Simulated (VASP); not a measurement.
Computed with PBE GGA, VASP's PBE PAW potentials (set 64) (plane waves; VASP).

A VASP calculation is set up with these files.

INCAR:
```
DIPOL=0.5 0.5 0.5
NELMIN=4
ENCUT=400
SYSTEM=Re16Cl
LCHARG=.False.
EDIFFG=-0.03   ! ionic stop
LWAVE=.True.
IDIPOL=3
PREC=Normal
EDIFF=1E-5
GGA=PE
ALGO=Normal
NSW=50   ! most ionic steps
LASPH=.True.   ! aspherical one-centre terms
ISMEAR=1
LREAL=.False.
LDIPOL=.True.
IBRION=2   ! conjugate gradients
LMAXMIX=6   ! l cut-off of mixed one-centre charges
ISIF=2   ! forces and stress, cell fixed
NELM=100   ! most electronic steps
SIGMA=0.1   ! width (eV)
```

POSCAR:
```
Re16Cl
1
    5.5447794952     0.0000000000     0.0000000000
    2.7723897476     4.8019196714     0.0000000000
    0.0000000000     0.0000000000    20.8101754912
Re Cl
16 1
Direct
 -0.1666670000   0.3333330000   0.3383280000
  0.3333330000   0.3333330000   0.3383280000
 -0.1666670000   0.8333330000   0.3383280000
  0.3333330000   0.8333330000   0.3383280000
  0.0000000000   0.0000000000   0.4461090000
  0.5000000000   0.0000000000   0.4461090000
  0.0000000000   0.5000000000   0.4461090000
  0.5000000000   0.5000000000   0.4461090000
 -0.1666670000   0.3333330000   0.5538910000
  0.3333330000   0.3333330000   0.5538910000
 -0.1666670000   0.8333330000   0.5538910000
  0.3333330000   0.8333330000   0.5538910000
  0.0000000000   0.0000000000   0.6616720000
  0.5000000000   0.0000000000   0.6616720000
  0.0000000000   0.5000000000   0.6616720000
  0.5000000000   0.5000000000   0.6616720000
  0.3333330000   0.3333330000   0.7350410000
```

### KPOINTS
```
Regular mesh
0
Gamma
6 6 1
```

POTCAR, in this order: Re Cl (PBE.64 set). Program: vasp_std.

What VASP printed:

### OSZICAR
```
...
       N       E                     dE             d eps       ncg     rms          rms(c)
DAV:   1    -0.194446377557E+03    0.89335E-02   -0.20283E+00  1452   0.544E+00    0.611E-01
DAV:   2    -0.194464685810E+03   -0.18308E-01   -0.19277E-01  1638   0.534E+00    0.858E-01
DAV:   3    -0.194469939699E+03   -0.52539E-02   -0.82439E-02  1756   0.409E+00    0.634E-01
DAV:   4    -0.194467814705E+03    0.21250E-02   -0.95155E-02  1916   0.380E+00    0.528E-01
DAV:   5    -0.194463430257E+03    0.43844E-02   -0.24962E-02  1788   0.212E+00    0.413E-01
DAV:   6    -0.194463637358E+03   -0.20710E-03   -0.67640E-03  1940   0.893E-01    0.273E-01
DAV:   7    -0.194463092729E+03    0.54463E-03   -0.30137E-03  1852   0.710E-01    0.235E-01
DAV:   8    -0.194463095670E+03   -0.29413E-05   -0.10674E-03  1884   0.280E-01    0.229E-01
DAV:   9    -0.194463057250E+03    0.38420E-04   -0.14562E-04  1036   0.218E-01    0.212E-01
DAV:  10    -0.194463051229E+03    0.60210E-05   -0.47559E-05   796   0.115E-01
   8 F= -.19446305E+03 E0= -.19446740E+03  d E =-.774772E-02
       N       E                     dE             d eps       ncg     rms          rms(c)
DAV:   1    -0.194463017414E+03    0.39837E-04   -0.20067E-02  1451   0.539E-01    0.138E-01
DAV:   2    -0.194463208086E+03   -0.19067E-03   -0.23713E-03  1740   0.589E-01    0.153E-01
DAV:   3    -0.194463205413E+03    0.26734E-05   -0.20386E-04  1324   0.214E-01    0.105E-01
DAV:   4    -0.194463350395E+03   -0.14498E-03   -0.75516E-04   796   0.394E-01    0.721E-02
DAV:   5    -0.194463822308E+03   -0.47191E-03   -0.55389E-03  1140   0.966E-01    0.122E-01
DAV:   6    -0.194463179818E+03    0.64249E-03   -0.24794E-03   988   0.649E-01    0.287E-02
DAV:   7    -0.194463204048E+03   -0.24231E-04   -0.24126E-04  1188   0.938E-02    0.431E-02
DAV:   8    -0.194463207430E+03   -0.33814E-05   -0.34275E-05   916   0.608E-02
   9 F= -.19446321E+03 E0= -.19446757E+03  d E =-.790392E-02
       N       E                     dE             d eps       ncg     rms          rms(c)
DAV:   1    -0.194462596770E+03    0.60728E-03   -0.74433E-02  1451   0.104E+00    0.115E-01
DAV:   2    -0.194463314673E+03   -0.71790E-03   -0.73934E-03  1661   0.105E+00    0.176E-01
DAV:   3    -0.194463473392E+03   -0.15872E-03   -0.36048E-03  1716   0.853E-01    0.125E-01
DAV:   4    -0.194463357681E+03    0.11571E-03   -0.31162E-03  1156   0.723E-01    0.103E-01
DAV:   5    -0.194463220094E+03    0.13759E-03   -0.76787E-04   844   0.419E-01    0.845E-02
DAV:   6    -0.194463232804E+03   -0.12711E-04   -0.17979E-04  1076   0.140E-01    0.546E-02
DAV:   7    -0.194463217100E+03    0.15704E-04   -0.81543E-05   847   0.132E-01    0.626E-02
DAV:   8    -0.194463219104E+03   -0.20038E-05   -0.96648E-05  1100   0.737E-02
  10 F= -.19446322E+03 E0= -.19446759E+03  d E =-.791559E-02
       N       E                     dE             d eps       ncg     rms          rms(c)
DAV:   1    -0.194463150215E+03    0.66885E-04   -0.15240E-02  1451   0.471E-01    0.673E-02
DAV:   2    -0.194463341342E+03   -0.19113E-03   -0.17018E-03  1660   0.533E-01    0.674E-02
DAV:   3    -0.194463571232E+03   -0.22989E-03   -0.29743E-03  1612   0.746E-01    0.890E-02
DAV:   4    -0.194463261085E+03    0.31015E-03   -0.10707E-03   948   0.448E-01    0.288E-02
DAV:   5    -0.194463271415E+03   -0.10330E-04   -0.85801E-05   956   0.103E-01    0.537E-02
DAV:   6    -0.194463269062E+03    0.23525E-05   -0.15694E-05   644   0.764E-02
  11 F= -.19446327E+03 E0= -.19446763E+03  d E =-.796555E-02
       N       E                     dE             d eps       ncg     rms          rms(c)
DAV:   1    -0.194463259132E+03    0.12283E-04   -0.15096E-03  1474   0.151E-01    0.419E-02
DAV:   2    -0.194463314201E+03   -0.55070E-04   -0.36012E-04  1132   0.283E-01    0.591E-02
DAV:   3    -0.194463264349E+03    0.49853E-04   -0.27505E-04   716   0.264E-01    0.135E-02
DAV:   4    -0.194463279914E+03   -0.15565E-04   -0.10071E-04   616   0.165E-01    0.310E-02
DAV:   5    -0.194463265545E+03    0.14370E-04   -0.37009E-05   569   0.112E-01    0.106E-02
DAV:   6    -0.194463265697E+03   -0.15241E-06   -0.15470E-05   661   0.438E-02
  12 F= -.19446327E+03 E0= -.19446763E+03  d E =-.796218E-02
       N       E                     dE             d eps       ncg     rms          rms(c)
DAV:   1    -0.194462193965E+03    0.10716E-02   -0.24652E-01  1467   0.200E+00    0.209E-01
DAV:   2    -0.194464074478E+03   -0.18805E-02   -0.21643E-02  1566   0.187E+00    0.299E-01
DAV:   3    -0.194464299020E+03   -0.22454E-03   -0.33962E-03  1804   0.617E-01    0.151E-01
DAV:   4    -0.194465034786E+03   -0.73577E-03   -0.71392E-03  1772   0.108E+00    0.238E-01
DAV:   5    -0.194464140408E+03    0.89438E-03   -0.30233E-03  1220   0.706E-01    0.148E-01
DAV:   6    -0.194464129264E+03    0.11144E-04   -0.63384E-04  1764   0.252E-01    0.128E-01
DAV:   7    -0.194464130648E+03   -0.13845E-05   -0.52302E-05   924   0.999E-02
  13 F= -.19446413E+03 E0= -.19446846E+03  d E =-.864951E-03
       N       E                     dE             d eps       ncg     rms          rms(c)
DAV:   1    -0.194464074256E+03    0.55007E-04   -0.12794E-02  1474   0.455E-01    0.109E-01
DAV:   2    -0.194464489536E+03   -0.41528E-03   -0.29880E-03  1804   0.668E-01    0.927E-02
DAV:   3    -0.194464702185E+03   -0.21265E-03   -0.79656E-03  1804   0.124E+00    0.174E-01
DAV:   4    -0.194464306817E+03    0.39537E-03   -0.10910E-03  1476   0.414E-01    0.924E-02
DAV:   5    -0.194464153950E+03    0.15287E-03   -0.27929E-04   844   0.251E-01    0.513E-02
DAV:   6    -0.194464142793E+03    0.11157E-04   -0.25063E-04  1044   0.126E-01    0.385E-02
DAV:   7    -0.194464142303E+03    0.49012E-06   -0.60262E-05   876   0.131E-01
  14 F= -.19446414E+03 E0= -.19446846E+03  d E =-.876606E-03
       N       E                     dE             d eps       ncg     rms          rms(c)
DAV:   1    -0.194464141120E+03    0.16728E-05   -0.98765E-04  1498   0.136E-01    0.760E-02
DAV:   2    -0.194464149699E+03   -0.85793E-05   -0.12938E-04  1053   0.202E-01    0.579E-02
DAV:   3    -0.194464143769E+03    0.59301E-05   -0.58476E-05   729   0.197E-01    0.322E-02
DAV:   4    -0.194464149025E+03   -0.52554E-05   -0.40412E-05   560   0.100E-01
  15 F= -.19446415E+03 E0= -.19446848E+03  d E =-.883327E-03
       N       E                     dE             d eps       ncg     rms          rms(c)
DAV:   1    -0.194464136363E+03    0.74061E-05   -0.26220E-04   870   0.201E-01    0.488E-02
DAV:   2    -0.194464828468E+03   -0.69210E-03   -0.39326E-03  1356   0.799E-01    0.110E-01
DAV:   3    -0.194464141389E+03    0.68708E-03   -0.43812E-03  1124   0.865E-01    0.243E-02
DAV:   4    -0.194464131516E+03    0.98731E-05   -0.33523E-04  1148   0.181E-01    0.334E-02
DAV:   5    -0.194464145554E+03   -0.14038E-04   -0.14543E-04  1204   0.871E-02    0.140E-02
DAV:   6    -0.194464145901E+03   -0.34669E-06   -0.91604E-06   780   0.515E-02
  16 F= -.19446415E+03 E0= -.19446846E+03  d E =-.880203E-03
       N       E                     dE             d eps       ncg     rms          rms(c)
DAV:   1    -0.194464080500E+03    0.65054E-04   -0.68653E-02  1491   0.113E+00    0.122E-01
DAV:   2    -0.194464465031E+03   -0.38453E-03   -0.36634E-03  1520   0.923E-01    0.163E-01
DAV:   3    -0.194464586481E+03   -0.12145E-03   -0.33533E-03  1684   0.893E-01    0.106E-01
DAV:   4    -0.194464569558E+03    0.16922E-04   -0.36158E-03  1092   0.776E-01    0.793E-02
DAV:   5    -0.194464357832E+03    0.21173E-03   -0.12520E-03   862   0.508E-01    0.628E-02
DAV:   6    -0.194464372923E+03   -0.15091E-04   -0.20031E-04  1136   0.155E-01    0.631E-02
DAV:   7    -0.194464359236E+03    0.13686E-04   -0.21373E-05   539   0.117E-01    0.316E-02
DAV:   8    -0.194464357907E+03    0.13295E-05   -0.82338E-05   946   0.626E-02
  17 F= -.19446436E+03 E0= -.19446865E+03  d E =-.212006E-03
```

**OUTCAR**
```
------------------------ aborting loop because EDIFF is reached ----------------------------------------
  FORCE on cell =-STRESS in cart. coord.  units (eV):
  Direction    XX          YY          ZZ          XY          YZ          ZX
  --------------------------------------------------------------------------------------
  Total       -7.1104948     -7.1104941      0.2265222      0.0000000      0.0000000      0.0000000
  in kB      -20.5605861    -20.5605841      0.6550079      0.0000000      0.0000000      0.0000000
  external PRESSURE =     -13.4887208 kB  Pullay stress =       0.0000000 kB
  volume of cell :      554.08
      direct lattice vectors                 reciprocal lattice vectors
     5.544779495  0.000000000  0.000000000     0.180349823 -0.104125024  0.000000000
     2.772389748  4.801919671  0.000000000     0.000000000  0.208250048  0.000000000
     0.000000000  0.000000000 20.810175491     0.000000000  0.000000000  0.048053415
 POSITION                                       TOTAL-FORCE (eV/Angst)
 -----------------------------------------------------------------------------------
      5.54478      1.60142      7.11393         0.000000     -0.001847     -0.013558
      2.77239      1.60064      7.11121         0.000000     -0.000000     -0.015922
      6.93030      4.00121      7.11393         0.001600      0.000924     -0.013558
      4.15925      4.00121      7.11393        -0.001600      0.000924     -0.013558
      0.00000      0.00000      9.20515        -0.000000     -0.000000     -0.011956
      2.77239      0.00173      9.20921        -0.000000     -0.001190     -0.007571
      1.38770      2.40009      9.20921        -0.001030      0.000595     -0.007571
      4.15708      2.40009      9.20921         0.001030      0.000595     -0.007571
      5.54478      1.60089     11.55654        -0.000000     -0.002155      0.019235
      2.77239      1.60064     11.58594         0.000000     -0.000000      0.001414
      6.93075      4.00147     11.55654         0.001867      0.001078      0.019235
      4.15880      4.00147     11.55654        -0.001867      0.001078      0.019235
      0.00000      0.00000     13.63769        -0.000000     -0.000000      0.005258
      5.54478      4.74654     13.67668        -0.000000     -0.018613      0.001260
      6.88301      2.42865     13.67668        -0.016119      0.009306      0.001260
      4.20655      2.42865     13.67668         0.016119      0.009306      0.001260
      2.77239      1.60064     15.56868         0.000000      0.000000      0.023108
 -----------------------------------------------------------------------------------
    total drift:                                0.003551      0.002050      0.024267
  FREE ENERGIE OF THE ION-ELECTRON SYSTEM (eV)
  ---------------------------------------------------
  free  energy   TOTEN  =      -194.4643579066 eV

  energy  without entropy=     -194.4772436059  energy(sigma->0) =     -194.46865314

 reached required accuracy - stopping structural energy minimisation
```
(Selected blocks of OUTCAR.)

### CONTCAR
```
Re16Cl
   1.00000000000000
     5.5447794952000002    0.0000000000000000    0.0000000000000000
     2.7723897476000001    4.8019196714000003    0.0000000000000000
     0.0000000000000000    0.0000000000000000   20.8101754911999990
  Re              Cl
    16     1
Direct
     0.8332520699416867    0.3334948601166359    0.3418484504415634
     0.3333330000000032    0.3333330000000032    0.3417181465690319
     0.8332520699416867    0.8332520699416867    0.3418484504415634
     0.3334948601166359    0.8332520699416867    0.3418484504415634
     0.0000000000000000    0.0000000000000000    0.4423390377991585
     0.4998195390277839    0.0003609219444320    0.4425338579918385
     0.0003609219444320    0.4998195390277839    0.4425338579918385
     0.4998195390277839    0.4998195390277839    0.4425338579918385
     0.8333063459726165    0.3333863080547769    0.5553314275154634
     0.3333330000000032    0.3333330000000032    0.5567438308293429
     0.8333063459726165    0.8333063459726165    0.5553314275154634
     0.3333863080547769    0.8333063459726165    0.5553314275154634
     0.0000000000000000    0.0000000000000000    0.6553374324713416
     0.5057666381924987    0.9884667236150022    0.6572110637050181
     0.9884667236150023    0.5057666381924987    0.6572110637050181
     0.5057666381924987    0.5057666381924987    0.6572110637050181
     0.3333330000000032    0.3333330000000032    0.7481281533694781
```

The cell is a thin slab with vacuum, built from Re (hcp): (001) face, Cl adsorbed.
